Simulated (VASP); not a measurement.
# Mn2FeN2 (C2/m) in VASP: equation of state, part 2 of 2

VASP 6.6.1. Earlier steps stand in the parts before.

### 6 Equation of state, PBE, collinear spin, ferromagnetic start, 9.77 Å³/atom (volume scaled by 1.04)

INCAR

```
SYSTEM = Mn2FeN2
  PREC = Accurate
  ENCUT = 520
  EDIFF = 1E-7
  ISMEAR = -1
  SIGMA = 0.05
  LREAL = .FALSE.
  LASPH = .TRUE.
  NELM = 100
  ALGO = Normal
  ISIF = 2
  LWAVE = .FALSE.
  LCHARG = .FALSE.
  ISPIN = 2
  MAGMOM = 3 4 4 0 0
  LORBIT = 11
  LMAXMIX = 4
  GGA = PE
  NBANDS = 34
```

KPOINTS

```
Automatic mesh
0
G
  10 10 5
  0 0 0
```

POSCAR

```
Mn2FeN2
1.0
    2.6495337553     -1.5350340890      0.0000000000
    2.6495337553      1.5350340890      0.0000000000
   -0.0149325162      0.0000000000      6.0053081409
Fe Mn N
1 2 2
Direct
    0.0000000000      0.0000000000      0.5000000000
    0.6666245000      0.6666245000      0.8330710000
    0.3333755000      0.3333755000      0.1669290000
    0.6675240000      0.6675240000      0.2624450000
    0.3324760000      0.3324760000      0.7375550000
```

Potentials or basis: VASP PAW PBE potentials, release 64 (Fe, Mn_pv, N).

On the command line:

```console
cat potpaw_PBE.64/Fe/POTCAR potpaw_PBE.64/Mn_pv/POTCAR potpaw_PBE.64/N/POTCAR > POTCAR
mpirun -np 1 vasp_std > vasp.out
```

OUTCAR:

```text
SYSTEM = Mn2FeN2
   PREC = Accurate
   ENCUT = 520
   EDIFF = 1E-7
   ISMEAR = -1
   LREAL = .FALSE.
   LASPH = .TRUE.
   NELM = 100
   ISIF = 2
   ISPIN = 2
   LORBIT = 11
   GGA = PE

 Found    141 irreducible k-points:

 Following reciprocal coordinates:
            Coordinates               Weight
  0.000000  0.000000  0.000000      1.000000
  0.100000  0.000000 -0.000000      4.000000
  0.200000  0.000000 -0.000000      4.000000
  0.300000 -0.000000  0.000000      4.000000
  0.400000 -0.000000  0.000000      4.000000
  0.500000  0.000000  0.000000      2.000000
   k-points           NKPTS =    141   k-points in BZ     NKDIM =    141   number of bands    NBANDS=     34
   number of dos      NEDOS =    301   number of ions     NIONS =      5
   total plane-waves  NPLWV =  27648
   dimension x,y,z NGX =    24 NGY =   24 NGZ =   48
   dimension x,y,z NGXF=    48 NGYF=   48 NGZF=   96
   ions per type =               1   2   2
   NGX,Y,Z   is equivalent  to a cutoff of  13.03, 13.03, 13.29 a.u.
   NGXF,Y,Z  is equivalent  to a cutoff of  26.06, 26.06, 26.58 a.u.
 SYSTEM =  Mn2FeN2
   PREC   = accura    normal or accurate (medium, high low for compatibility)
   ISTART =      0    job   : 0-new  1-cont  2-samecut
   ICHARG =      2    charge: 1-file 2-atom 10-const
   ISPIN  =      2    spin polarized calculation?
   LNONCOLLINEAR =      F non collinear calculations
   LSORBIT =      F    spin-orbit coupling
   LASPH  =      T    aspherical Exc in radial PAW
   ENCUT  =  520.0 eV  38.22 Ry    6.18 a.u.   5.69  5.69 11.17*2*pi/ulx,y,z
   NELM   =    100;   NELMIN=  2; NELMDL= -5     # of ELM steps
   EDIFF  = 0.1E-06   stopping-criterion for ELM
   LREAL  =      F    real-space projection
   EDIFFG = 0.1E-05   stopping-criterion for IOM
   NSW    =      0    number of steps for IOM
   IBRION =     -1    ionic relax: 0-MD 1-quasi-New 2-CG
   NFREE  =      0    steps in history (QN), initial steepest desc. (CG)
   ISIF   =      2    stress and relaxation
   ISYM   =      2    0-nonsym 1-usesym 2-fastsym
   POTIM  = 0.5000    time-step for ionic-motion
   TEBEG  =    0.0;   TEEND  =   0.0 temperature during run
   PSTRESS=    0.0 pullay stress
   NELECT =      44.0000    total number of electrons
   NUPDOWN=      -1.0000    fix difference up-down
[... 47 lines left out ...]
  band No.  band energies     occupation
      1     -39.4840      1.00000
      2     -39.4788      1.00000
      3     -39.4423      1.00000
      4     -39.4379      1.00000
      5     -39.2385      1.00000
      6     -39.0894      1.00000
[... 211 lines left out ...]
     33      15.8780      0.00000
     34      19.2736      0.00000

 [... further k-points ...]

 spin component 2

 k-point     1 :       0.0000    0.0000    0.0000
  band No.  band energies     occupation
      1     -40.1730      1.00000
      2     -40.1712      1.00000
      3     -40.1326      1.00000
      4     -40.1315      1.00000
      5     -39.9047      1.00000
      6     -39.7603      1.00000
[... 211 lines left out ...]
     33      16.1188      0.00000
     34      19.3373      0.00000

 [... further k-points ...]

------------------------ aborting loop because EDIFF is reached ----------------------------------------

  FORCE on cell =-STRESS in cart. coord.  units (eV):
  Direction    XX          YY          ZZ          XY          YZ          ZX
  --------------------------------------------------------------------------------------
  -------------------------------------------------------------------------------------
  Total       -3.2810347     -3.2779061     -1.8094992      0.0000000      0.0000000     -0.0244338
  in kB     -107.6139664   -107.5113506    -59.3493820      0.0000000      0.0000000     -0.8013986
  external PRESSURE =     -91.4915663 kB  Pullay stress =       0.0000000 kB

 VOLUME and BASIS-vectors are now :
 -----------------------------------------------------------------------------
  energy-cutoff  :      520.00
  volume of cell :       48.85
      direct lattice vectors                 reciprocal lattice vectors
     2.649533755 -1.535034089  0.000000000     0.188712448 -0.325725665  0.000469243
     2.649533755  1.535034089  0.000000000     0.188712448  0.325725665  0.000469243
    -0.014932516  0.000000000  6.005308141     0.000000000  0.000000000  0.166519349

 POSITION                                       TOTAL-FORCE (eV/Angst)
 -----------------------------------------------------------------------------------
     -0.00747      0.00000      3.00265         0.000000     -0.000000      0.000000
      3.52005      0.00000      5.00285        -0.006025      0.000000     -0.048048
      1.76409      0.00000      1.00246         0.006025      0.000000      0.048048
      3.53334      0.00000      1.57606         0.013289      0.000000     -0.258730
      1.75080      0.00000      4.42925        -0.013289      0.000000      0.258730
 -----------------------------------------------------------------------------------
    total drift:                                0.000000      0.000000     -0.000000

  FREE ENERGIE OF THE ION-ELECTRON SYSTEM (eV)
  ---------------------------------------------------
  free  energy   TOTEN  =       -42.7081995270 eV

  energy  without entropy=      -42.6612035545  energy(sigma->0) =      -42.68470154

 total charge

# of ion       s       p       d       tot
------------------------------------------
    1        0.288   0.388   6.280   6.956
    2        0.343   6.379   5.318  12.040
    3        0.343   6.379   5.318  12.040
    4        1.257   2.421   0.000   3.678
    5        1.257   2.421   0.000   3.678
--------------------------------------------------
tot          3.488  17.986  16.916  38.391

 magnetization (x)

# of ion       s       p       d       tot
------------------------------------------
    1        0.016   0.011   2.645   2.671
    2       -0.003  -0.010  -0.631  -0.643
    3       -0.003  -0.010  -0.631  -0.643
    4        0.013   0.043   0.000   0.056
    5        0.013   0.043   0.000   0.056
--------------------------------------------------
tot          0.036   0.078   1.383   1.497
```

OSZICAR:

```text
N       E                     dE             d eps       ncg     rms          rms(c)
DAV:   1     0.491190097823E+03    0.49119E+03   -0.23356E+04 19600   0.167E+03
DAV:   2    -0.941800968436E+00   -0.49213E+03   -0.45905E+03 19300   0.459E+02
DAV:   3    -0.474147228895E+02   -0.46473E+02   -0.44023E+02 21960   0.149E+02
[... 19 lines left out ...]
DAV:  23    -0.427081856584E+02   -0.42590E-04   -0.16364E-04 19658   0.102E-01    0.320E-02
DAV:  24    -0.427081976948E+02   -0.12036E-04   -0.73104E-05 27964   0.682E-02    0.136E-02
DAV:  25    -0.427081991011E+02   -0.14063E-05   -0.81475E-06 26668   0.203E-02    0.872E-03
DAV:  26    -0.427081994330E+02   -0.33191E-06   -0.37748E-06 22532   0.146E-02    0.261E-03
DAV:  27    -0.427081995270E+02   -0.94011E-07   -0.38742E-07 17530   0.544E-03
   1 F= -.42708200E+02 E0= -.42684702E+02  d E =-.469960E-01  mag=     1.4615
```

Run time: 9 min. Hardware: 1 thread of Intel Xeon Platinum 8488C (Sapphire Rapids), shared host; peak memory 0.44 GiB.

Results:

```yaml
Free_energy: -42.7082 eV
Pressure: -9.1 GPa
Largest_force: 0.259 eV/Å
Band_gap_on_the_k_mesh: none (metal or under the smearing width)
Net_moment: 1.46 μB per cell
Site_moments: Fe +2.67; Mn -0.64; N +0.06 μB
Valence_electrons_inside_the_program's_atomic_spheres: Fe 6.96; Mn 12.04; N 3.68
```

Caveat: only a ferromagnetic start was run, and an antiferromagnetic order may lie lower in energy.

### 7 Equation of state, PBE, collinear spin, ferromagnetic start, 9.96 Å³/atom (volume scaled by 1.06)

INCAR

```
SYSTEM = Mn2FeN2
ALGO = Normal
EDIFF = 1E-7
ENCUT = 520
GGA = PE
ISIF = 2
ISMEAR = -1
ISPIN = 2
LASPH = .True.
LCHARG = .False.
LMAXMIX = 4
LORBIT = 11
LREAL = .False.
LWAVE = .False.
MAGMOM = 3 4 4 0 0
NBANDS = 34
NELM = 120
PREC = Accurate
SIGMA = 0.05
```

KPOINTS

```
k-points
0
Gamma
  10 10 5
  0 0 0
```

Changes to POSCAR since step 6:

```diff
@@ -2,5 +2,5 @@
 1.0
-    2.6495337553     -1.5350340890      0.0000000000
-    2.6495337553      1.5350340890      0.0000000000
-   -0.0149325162      0.0000000000      6.0053081409
+    2.6664102215     -1.5448116398      0.0000000000
+    2.6664102215      1.5448116398      0.0000000000
+   -0.0150276304      0.0000000000      6.0435595425
 Fe Mn N
```

On the command line:

```console
cat potpaw_PBE.64/Fe/POTCAR potpaw_PBE.64/Mn_pv/POTCAR potpaw_PBE.64/N/POTCAR > POTCAR
mpirun -np 1 vasp_std > vasp.out
```

It took 8.7 min on 1 thread of Intel Xeon Platinum 8488C (Sapphire Rapids), shared host; peak memory 0.45 GiB.

It converged, with:

| Quantity | Value |
| --- | --- |
| Free energy | -42.6457 eV |
| Pressure | -12.3 GPa |
| Largest force | 0.305 eV/Å |
| Band gap on the k mesh | none (metal or under the smearing width) |
| Net moment | 1.27 μB per cell |
| Site moments | Fe +2.74; Mn -0.78; N +0.07 μB |
| Valence electrons inside the program's atomic spheres | Fe 6.92; Mn 12.00; N 3.67 |

Caveat: only a ferromagnetic start was run, and an antiferromagnetic order may lie lower in energy.

### 8 Equation of state, PBE, collinear spin, ferromagnetic start

Potentials or basis: VASP PAW PBE potentials, release 64 (Fe, Mn_pv, N).

This step only gathers the single runs of the series.

What came out:

| Quantity | Value |
| --- | --- |
| Equilibrium volume | 9.33 Å³/atom |
| Bulk modulus at fixed shape and positions | 218 GPa |
| Pressure derivative of the bulk modulus | 4.2 |

Energy against volume, from the lowest point:
| volume (Å³/atom) | energy (meV/atom) |
| --- | --- |
| 8.830 | 20.20 |
| 9.018 | 7.52 |
| 9.206 | 1.01 |
| 9.394 | 0.00 |
| 9.582 | 4.00 |
| 9.770 | 12.51 |
| 9.958 | 25.01 |

Caveat: the cell was scaled at fixed shape and fractional positions, which overstates the stiffness of a crystal with free parameters, most of all of layers and chains.
